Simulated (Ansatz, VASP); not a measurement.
# Cross-check of Si3N4 between VASP and Ansatz

Wanted: the spread between two codes on one cell, functional and k mesh. The cell is taken from a series of runs on this material, whose earlier steps may have relaxed, scaled, displaced or heated it; both programs get it as it stands.

Calculated with Ansatz 0.2.0; plane waves, with VASP 6.6.1 beside it; relaxation of cell and atoms at PBEsol and zone-centre phonons at PBEsol.

### Step 1. The starting structure

It takes space group P6_3/m (No. 176, hexagonal). The conventional cell has a = 7.624 Å, b = 7.624 Å, c = 2.911 Å, α = 90.00°, β = 90.00°, γ = 120.00°. Nearest to Si lie 4 N at 1.73 to 1.74 Å. N has 3 Si at 1.74 Å nearest. N has 3 Si at 1.73 Å nearest. Farther neighbours and most contacts between anions are not listed.

Structure file:

```
Si N
1.0
     7.62409    0.00000    0.00000
    -3.81204    6.60266    0.00000
     0.00000    0.00000    2.91061
Si N
6 8
Cartesian
  5.1889 1.1483 0.7277
  1.6000 5.0679 2.1830
  4.0352 3.9196 0.7277
  -1.3769 5.4544 2.1830
  2.2120 1.5348 0.7277
  -0.2231 2.6831 2.1830
  -1.0321 2.1789 0.7277
  5.2210 0.1956 2.1830
  2.4411 4.6194 0.7277
  4.8442 4.4238 2.1830
  -1.4090 6.4071 0.7277
  1.3709 1.9833 2.1830
  3.8120 2.2009 0.7277
  0.0000 4.4018 2.1830
```

### Step 2. VASP: relaxation of cell and atoms, PBEsol

The relaxed volume is the usual yardstick between codes: in a stiff, nearly cubic crystal its relative difference is about their pressure difference at one cell divided by the bulk modulus.

Lines of VASP's logs that name or quote its potential files are left out, and so is its time.

Input file INCAR:

```
SYSTEM = Si3N4
PREC = Accurate
ENCUT = 600
EDIFF = 1E-07
NELM = 120
ISMEAR = 0
SIGMA = 0.01
LREAL = .FALSE.
ALGO = Normal
GGA = PS
NBANDS = 46
LORBIT = 11
LWAVE = .FALSE.
LCHARG = .FALSE.
ISIF = 3
IBRION = 2
NSW = 80
EDIFFG = -0.005
LASPH = .TRUE.
GGA_COMPAT = .FALSE.
NELMIN = 4
EFERMI = MIDGAP
KPAR = 4
```

Input file POSCAR:

```
Si3N4
1.0
    7.6240890000      0.0000000000      0.0000000000
   -3.8120440000      6.6026550000      0.0000000000
    0.0000000000      0.0000000000      2.9106080000
Si N
6 8
Direct
    0.7675505395      0.1739147358      0.2500000000
    0.5936358027      0.7675504778      0.7500000000
    0.8260851321      0.5936357420      0.2500000000
    0.2324493293      0.8260852642      0.7500000000
    0.4063641215      0.2324493707      0.2500000000
    0.1739146610      0.4063641066      0.7500000000
    0.0296237537      0.3300033093      0.2500000000
    0.6996203490      0.0296236893      0.7500000000
    0.6699965952      0.6996203800      0.2500000000
    0.9703762463      0.6699966907      0.7500000000
    0.3003794441      0.9703761593      0.2500000000
    0.3300032736      0.3003796200      0.7500000000
    0.6666665792      0.3333333333      0.2500000000
    0.3333332896      0.6666666667      0.7500000000
```

Input file KPOINTS:

```
Automatic mesh
0
Gamma
3 3 8
0 0 0
```

PAW data sets: Si and N (PBE family, release 64).

Command:

```
mpirun -np 4 vasp_std
```

Numbers of over 12 decimals in the logs are rounded to 6 here.

The program printed:

```text
[banner, memory and clock lines left out]
running    4 mpi-ranks, on    1 nodes
 distrk:  each k-point on    1 cores,    4 groups
 distr:  one band on    1 cores,    1 groups

 POSCAR found type information on POSCAR SiN
 POSCAR found :  2 types and      14 ions
|                                                                             |
|               ----> ADVICE to this user running VASP <----                  |
|                                                                             |
|     You enforced a specific xc type in the INCAR file but a different       |
|     [... a line on the potential file left out ...]
|     I HOPE YOU KNOW WHAT YOU ARE DOING!                                     |
|                                                                             |

 LDA part: xc-table for (Slater+PW92), standard interpolation
 POSCAR, INCAR and KPOINTS ok, starting setup
 FFT: planning ... GRIDC
 FFT: planning ... GRID_SOFT
 FFT: planning ... GRID
 WAVECAR not read
 entering main loop
       N       E                     dE             d eps       ncg     rms          rms(c)
DAV:   1     0.311809535236E+03    0.31181E+03   -0.34344E+04  1380   0.145E+03
DAV:   2    -0.108667543301E+03   -0.42048E+03   -0.39763E+03  1760   0.301E+02
DAV:   3    -0.135760243855E+03   -0.27093E+02   -0.26879E+02  1776   0.804E+01
DAV:   4    -0.136195000604E+03   -0.43476E+00   -0.43312E+00  1736   0.105E+01
DAV:   5    -0.136205454047E+03   -0.10453E-01   -0.10445E-01  1674   0.155E+00    0.289E+01
DAV:   6    -0.120727462501E+03    0.15478E+02   -0.52124E+01  1690   0.300E+01    0.133E+01
DAV:   7    -0.120518463925E+03    0.20900E+00   -0.29499E+00  1760   0.742E+00    0.612E+00
DAV:   8    -0.120410812642E+03    0.10765E+00   -0.17542E-01  1666   0.214E+00    0.207E+00
DAV:   9    -0.120396114640E+03    0.14698E-01   -0.30809E-02  1760   0.867E-01    0.294E-01
DAV:  10    -0.120397573468E+03   -0.14588E-02   -0.35552E-03  1566   0.262E-01    0.162E-01
DAV:  11    -0.120398086939E+03   -0.51347E-03   -0.84270E-04  1612   0.145E-01    0.246E-02
DAV:  12    -0.120398122488E+03   -0.35549E-04   -0.46623E-05  1704   0.363E-02    0.110E-02
DAV:  13    -0.120398145450E+03   -0.22962E-04   -0.23253E-05  1564   0.208E-02    0.523E-03
DAV:  14    -0.120398149806E+03   -0.43563E-05   -0.41573E-06  1664   0.971E-03    0.294E-03
DAV:  15    -0.120398150728E+03   -0.92191E-06   -0.21749E-06  1584   0.548E-03    0.210E-03
DAV:  16    -0.120398150674E+03    0.53886E-07   -0.84848E-08  1298   0.162E-03
   1 F= -.12039815E+03 E0= -.12039815E+03  d E =-.120398E+03
 curvature:   0.00 expect dE= 0.000E+00 dE for cont linesearch  0.000E+00
 trial: gam= 0.00000 g(F)=  0.244E-04 g(S)=  0.137E-03 ort = 0.000E+00 (trialstep = 0.100E+01)
 search vector abs. value=  0.162E-03
 bond charge predicted
       N       E                     dE             d eps       ncg     rms          rms(c)
DAV:   1    -0.120398326403E+03   -0.17567E-03   -0.92055E-03  1586   0.489E-01    0.105E-01
DAV:   2    -0.120398147654E+03    0.17875E-03   -0.47995E-04  1626   0.102E-01    0.383E-02
DAV:   3    -0.120398133626E+03    0.14028E-04   -0.94176E-05  1664   0.429E-02    0.121E-02
DAV:   4    -0.120398130529E+03    0.30967E-05   -0.78293E-06  1690   0.126E-02    0.707E-03
DAV:   5    -0.120398129020E+03    0.15093E-05   -0.13750E-06  1626   0.510E-03    0.275E-03
DAV:   6    -0.120398128861E+03    0.15932E-06   -0.12383E-07  1000   0.183E-03    0.148E-03
DAV:   7    -0.120398128657E+03    0.20316E-06   -0.45388E-08  1030   0.112E-03    0.392E-04
DAV:   8    -0.120398128619E+03    0.38484E-07   -0.63625E-09   918   0.482E-04
   2 F= -.12039813E+03 E0= -.12039813E+03  d E =0.220555E-04
 trial-energy change:    0.000022  1 .order    0.000018   -0.000162    0.000198
 step:   0.4335(harm=  0.4498)  dis= 0.00018  next Energy=  -120.398185 (dE=-0.348E-04)
 bond charge predicted
       N       E                     dE             d eps       ncg     rms          rms(c)
DAV:   1    -0.120398243738E+03   -0.11508E-03   -0.29546E-03  1580   0.277E-01    0.595E-02
DAV:   2    -0.120398189026E+03    0.54711E-04   -0.15369E-04  1626   0.579E-02    0.217E-02
DAV:   3    -0.120398185711E+03    0.33158E-05   -0.30179E-05  1656   0.243E-02    0.681E-03
DAV:   4    -0.120398185055E+03    0.65534E-06   -0.25061E-06  1696   0.713E-03    0.399E-03
DAV:   5    -0.120398185218E+03   -0.16231E-06   -0.43976E-07  1588   0.289E-03    0.157E-03
DAV:   6    -0.120398185285E+03   -0.67632E-07   -0.40127E-08   918   0.104E-03
   3 F= -.12039819E+03 E0= -.12039819E+03  d E =-.346109E-04
 curvature:  -0.22 expect dE=-0.207E-05 dE for cont linesearch -0.438E-07
 trial: gam= 0.02231 g(F)=  0.683E-06 g(S)=  0.855E-05 ort = 0.562E-05 (trialstep = 0.887E+00)
 search vector abs. value=  0.956E-05
 reached required accuracy - stopping structural energy minimisation
```

From OUTCAR (step 2):

```text
ion  position               nearest neighbor table
   1  0.768  0.174  0.250-  13 1.73   8 1.74   8 1.74   7 1.74   3 3.00   5 3.00   6 3.06   6 3.06
                             2 3.06   2 3.06
   2  0.594  0.768  0.750-  14 1.73   9 1.74   9 1.74   8 1.74   6 3.00   4 3.00   3 3.06   3 3.06
                             1 3.06   1 3.06
   3  0.826  0.594  0.250-  13 1.73  10 1.74  10 1.74   9 1.74   1 3.00   5 3.00   2 3.06   2 3.06
                             4 3.06   4 3.06
   4  0.232  0.826  0.750-  14 1.73  11 1.74  11 1.74  10 1.74   6 3.00   2 3.00   5 3.06   5 3.06
                             3 3.06   3 3.06
   5  0.406  0.232  0.250-  13 1.73  12 1.74  12 1.74  11 1.74   3 3.00   1 3.00   4 3.06   4 3.06
                             6 3.06   6 3.06
   6  0.174  0.406  0.750-  14 1.73   7 1.74   7 1.74  12 1.74   2 3.00   4 3.00   1 3.06   1 3.06
                             5 3.06   5 3.06
   7  0.030  0.330  0.250-   6 1.74   6 1.74   1 1.74
   8  0.700  0.030  0.750-   1 1.74   1 1.74   2 1.74
   9  0.670  0.700  0.250-   2 1.74   2 1.74   3 1.74
  10  0.970  0.670  0.750-   3 1.74   3 1.74   4 1.74
  11  0.300  0.970  0.250-   4 1.74   4 1.74   5 1.74
  12  0.330  0.300  0.750-   5 1.74   5 1.74   6 1.74
  13  0.667  0.333  0.250-   3 1.73   5 1.73   1 1.73
  14  0.333  0.667  0.750-   2 1.73   4 1.73   6 1.73

  LATTYP: Found a hexagonal cell.
 ALAT       =     7.6240890000
 C/A-ratio  =     0.3817646935

 Subroutine GETGRP returns: Found 12 space group operations
 (whereof  6 operations were pure point group operations)

The static configuration has the point symmetry S_6 .
 The point group associated with its full space group is C_6h.

 Found     15 irreducible k-points:

   k-points           NKPTS =     15   k-points in BZ     NKDIM =     15   number of bands    NBANDS=     46

   dimension x,y,z NGX =    64 NGY =   64 NGZ =   24
   dimension x,y,z NGXF=   128 NGYF=  128 NGZF=   48

   ENCUT  =  600.0 eV  44.10 Ry    6.64 a.u.  15.23 15.23  5.81*2*pi/ulx,y,z

   NELECT =      64.0000    total number of electrons

 k-points in reciprocal lattice and weights: Automatic mesh
   0.00000000  0.00000000  0.00000000       0.014
   0.33333333  0.00000000  0.00000000       0.083
   0.33333333  0.33333333  0.00000000       0.028
   0.00000000  0.00000000  0.12500000       0.028
   0.33333333  0.00000000  0.12500000       0.167
   0.33333333  0.33333333  0.12500000       0.056
   0.00000000  0.00000000  0.25000000       0.028
   0.33333333  0.00000000  0.25000000       0.167
   0.33333333  0.33333333  0.25000000       0.056
[...]
0.33333333  0.00000000  0.50000000       0.083
   0.33333333  0.33333333  0.50000000       0.028

 average (electrostatic) potential at core
       1 -82.1217       2 -82.1217       3 -82.1217       4 -82.1218       5 -82.1217
       6 -82.1218       7 -60.9836       8 -60.9835       9 -60.9836      10 -60.9836
      11 -60.9836      12 -60.9836      13 -60.6495      14 -60.6495

 E-fermi :   8.6965

 k-point     1 :       0.0000    0.0000    0.0000
  band No.  band energies     occupation
    ...
     28       5.3089      2.00000
     29       5.3089      2.00000
     30       6.1406      2.00000
     31       6.2258      2.00000
     32       6.4123      2.00000
     33      10.7925      0.00000
     34      11.2098      0.00000
     35      11.3834      0.00000
     36      11.3834      0.00000
     37      11.6900      0.00000
    ...

 k-point     2 :       0.3333    0.0000    0.0000
  band No.  band energies     occupation
    ...
     28       4.9772      2.00000
     29       5.2424      2.00000
     30       5.9512      2.00000
     31       6.2306      2.00000
     32       6.3804      2.00000
     33      11.0343      0.00000
     34      11.1743      0.00000
     35      11.4087      0.00000
     36      11.6253      0.00000
     37      12.0733      0.00000
    ...

 k-point     3 :       0.3333    0.3333    0.0000
  band No.  band energies     occupation
    ...
     28       4.9824      2.00000
     29       5.4658      2.00000
     30       5.4659      2.00000
     31       6.3205      2.00000
     32       6.3205      2.00000
     33      11.1902      0.00000
     34      11.3272      0.00000
     35      11.3272      0.00000
     36      12.0420      0.00000
     37      12.0420      0.00000
    ...

  Total        0.0173297      0.0173297     -0.0433621     -0.0000001      0.0000000      0.0000000
  in kB        0.1894048      0.1894048     -0.4739264     -0.0000010      0.0000000      0.0000000
  external PRESSURE =      -0.0317056 kB  Pullay stress =       0.0000000 kB

  energy-cutoff  :      600.00
  volume of cell :      146.59
      direct lattice vectors                 reciprocal lattice vectors
     7.625569957  0.000000001  0.000000000     0.131137739  0.075712396  0.000000000
    -3.812784479  6.603937546  0.000000000    -0.000000000  0.151424812  0.000000000
     0.000000000  0.000000000  2.910947089     0.000000000 -0.000000000  0.343530806

 POSITION                                       TOTAL-FORCE (eV/Angst)
 -----------------------------------------------------------------------------------
      5.18993      1.14860      0.72774        -0.000630     -0.000828      0.000000
      1.60025      5.06891      2.18321         0.000403     -0.000959     -0.000000
      4.03589      3.92031      0.72774         0.001032     -0.000131      0.000000
     -1.37714      5.45534      2.18321         0.000630      0.000828      0.000000
      2.21253      1.53503      0.72774        -0.000403      0.000959      0.000000
     -0.22311      2.68363      2.18321        -0.001032      0.000131      0.000000
     -1.03248      2.17922      0.72774        -0.000870     -0.000721      0.000000
      5.22207      0.19546      2.18321         0.000189     -0.001113      0.000000
      2.44177      4.62018      0.72774         0.001059     -0.000393      0.000000
      4.84526      4.42472      2.18321         0.000870      0.000721      0.000000
     -1.40929      6.40848      0.72774        -0.000189      0.001113      0.000000
      1.37102      1.98376      2.18321        -0.001059      0.000393      0.000000
      3.81278      2.20131      0.72774         0.000000      0.000000      0.000000
     -0.00000      4.40263      2.18321         0.000000      0.000000      0.000000
 -----------------------------------------------------------------------------------
    total drift:                                0.002081      0.000643     -0.000082

  FREE ENERGIE OF THE ION-ELECTRON SYSTEM (eV)
  ---------------------------------------------------
  free  energy   TOTEN  =      -120.3981852853 eV

  energy  without entropy=     -120.3981852853  energy(sigma->0) =     -120.39818529

 reached required accuracy - stopping structural energy minimisation

 total charge
# of ion       s       p       d       tot
------------------------------------------
    1        0.677   0.974   0.000   1.652
    2        0.677   0.974   0.000   1.652
    3        0.677   0.974   0.000   1.652
    4        0.677   0.974   0.000   1.652
    5        0.677   0.974   0.000   1.652
    6        0.677   0.974   0.000   1.652
    7        1.211   2.705   0.000   3.917
    8        1.211   2.705   0.000   3.917
    9        1.211   2.705   0.000   3.917
   10        1.211   2.705   0.000   3.917
   11        1.211   2.705   0.000   3.917
   12        1.211   2.705   0.000   3.917
   13        1.215   2.717   0.000   3.932
   14        1.215   2.717   0.000   3.932
--------------------------------------------------
tot         13.762  27.513   0.000  41.275

[... 3 further parts left out ...]
```

CONTCAR:

```
Si3N4
   1.00000000000000
     7.6255699566880262    0.0000000012725299    0.0000000000000000
    -3.8127844791546859    6.6039375456204086    0.0000000000000000
     0.0000000000000000    0.0000000000000000    2.9109470887366675
  Si              N
     6     8
Direct
     0.7675585171565037    0.1739260220466450    0.2500000000000000
     0.5936324941098552    0.7675584554565031    0.7500000000000000
     0.8260738458533495    0.5936324334098582    0.2500000000000000
     0.2324413516434997    0.8260739779533550    0.7500000000000000
     0.4063674300901420    0.2324413930435003    0.2500000000000000
     0.1739259472466457    0.4063674151901470    0.7500000000000000
     0.0295972123229610    0.3299874504454848    0.2500000000000000
     0.6996096664774700    0.0295971479229632    0.7500000000000000
     0.6700124540545073    0.6996096974774713    0.2500000000000000
     0.9704027876770390    0.6700125495545152    0.7500000000000000
     0.3003901266225323    0.9704027006770420    0.2500000000000000
     0.3299874147454890    0.3003903025225288    0.7500000000000000
     0.6666665791999975    0.3333333332999970    0.2500000000000000
     0.3333332895999987    0.6666666667000030    0.7500000000000000
```

[end of part 1 of 2]

[Lines on the potential files, build, host, timing and source positions are cut from VASP's logs without a mark.]

[Logs are printed without paths, hosts, clocks, repeated set-up lines and the standing remarks that a program may print on its own settings, such as how far it seeks lower states.]

[Hosts, paths, dates, database ids (printed as entryN), source tags and the programs' standing remarks are cut or masked in the printed files.]
